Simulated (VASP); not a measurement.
A run of VASP 6.6.1 is set up as follows.

Contents of INCAR:

```
PREC = Accurate ; ENCUT = 360
EDIFF = 1E-6 ; ISMEAR = 0
SIGMA = 0.02 ; LREAL = F
LASPH = T ; NELM = 80
ALGO = Normal ; ISIF = 2
LWAVE = F ; LCHARG = F
GGA = PS ; IBRION = 2
NSW = 60 ; EDIFFG = -0.005
NELECT = 266
```

File KPOINTS:

```
Automatic mesh
0
Gamma
  2 2 2
```

The input POSCAR:

```
CdSiGe62
1.0
   11.3800000000      0.0000000000      0.0000000000
    0.0000000000     11.3800000000      0.0000000000
    0.0000000000      0.0000000000     11.3800000000
Cd Ge Si
1 62 1
Direct
    0.0004685600      0.9996486300      0.0025813500
    0.9997322900      0.2501164000      0.2516805100
    0.2490344400      0.9993717100      0.2501992200
    0.2496497000      0.2487333500      0.9997824300
    0.1242564500      0.3762227200      0.3769723900
    0.3733952100      0.1256847900      0.3739586500
    0.3740900700      0.3740741100      0.1245513200
    0.0010581700      0.0007565500      0.5000628100
    0.9996141800      0.2500034900      0.7498875100
    0.2508421800      0.9993293000      0.7499934200
    0.2498926700      0.2499444500      0.5002646600
    0.1252099000      0.1264175400      0.6249077400
    0.1266582600      0.3746752000      0.8744926700
    0.3751069800      0.1253774600      0.8752863100
    0.3763720000      0.3762099200      0.6255250700
    0.9996428300      0.4998931500      0.0015009500
    0.0002349600      0.7486080300      0.2492677200
    0.2493867100      0.5012235800      0.2498862000
    0.2524001100      0.7506973000      0.0001325400
    0.1245373100      0.6260324000      0.1247443800
    0.1241248200      0.8756033300      0.3750135500
    0.3762627200      0.6249218500      0.3719631600
    0.3758382700      0.8730059400      0.1266340800
    0.0019341900      0.4995465200      0.4987631500
    0.9985163800      0.7509267100      0.7497853600
    0.2493645700      0.4997415000      0.7522178900
    0.2503684100      0.7507919200      0.5008250300
    0.1260815100      0.6261271000      0.6242455200
    0.1247714800      0.8741921100      0.8742447800
    0.3762122200      0.6244671600      0.8749159500
    0.3742642600      0.8743698400      0.6258370700
    0.4995269800      0.9994880100      0.0005241300
    0.5005314900      0.2508415100      0.2501813400
    0.7481376200      0.0006693400      0.2505292000
    0.7510812100      0.2491011000      0.0026769600
    0.6236912700      0.1257719900      0.1250488000
    0.6244826900      0.3758666900      0.3747011400
    0.8725196900      0.1237604100      0.3754860100
    0.8773766000      0.3734269800      0.1249820000
    0.5015406000      0.0006444600      0.4996011100
    0.4984899900      0.2481085100      0.7492057600
    0.7496087700      0.9976115600      0.7482014100
    0.7503224600      0.2495656700      0.4991984100
    0.6245672400      0.1241370400      0.6259849700
    0.6267415400      0.3772020700      0.8757537700
    0.8757934400      0.1265537300      0.8768461400
    0.8765559700      0.3762873800      0.6243260300
    0.4983012100      0.5009314900      0.9999003500
    0.4999408800      0.7490554800      0.2486184600
    0.7514890300      0.5004939100      0.2488689900
    0.7504146100      0.7503245300      0.0005541800
    0.6273716200      0.6249631500      0.1236411100
    0.6250388100      0.8743136000      0.3755825500
    0.8752235800      0.6253679700      0.3743978200
    0.8754393000      0.8744581400      0.1255493000
    0.4996803500      0.4988123100      0.5005294100
    0.4992501700      0.7515333300      0.7504704000
    0.7504966800      0.5001076200      0.7499369700
    0.7474654500      0.7512978800      0.4991356700
    0.6260155000      0.6243219400      0.6248480100
    0.6247619200      0.8738971700      0.8748176500
    0.8755058500      0.6245601600      0.8736576100
    0.8743912800      0.8752652900      0.6262182700
    0.1246189400      0.1256408500      0.1232320800
```

Potentials or basis: VASP PAW PBE potentials, release 64 (Cd, Ge, Si).

Launch:

```sh
$ cat potpaw_PBE.64/Cd/POTCAR potpaw_PBE.64/Ge/POTCAR potpaw_PBE.64/Si/POTCAR > POTCAR
$ mpirun -np 8 vasp_std > vasp.out
```

(1) What does it give for the energy gained by relaxing?

(2) Predict the band gap on the k mesh.

Results:

(1) 5.7 meV/atom.

(2) 0.02 eV, direct.

Caveat: the cell carries a net charge on a neutralising background, which shifts energy and pressure; the cell is charged against a uniform background, so pressure and absolute levels hang on convention.
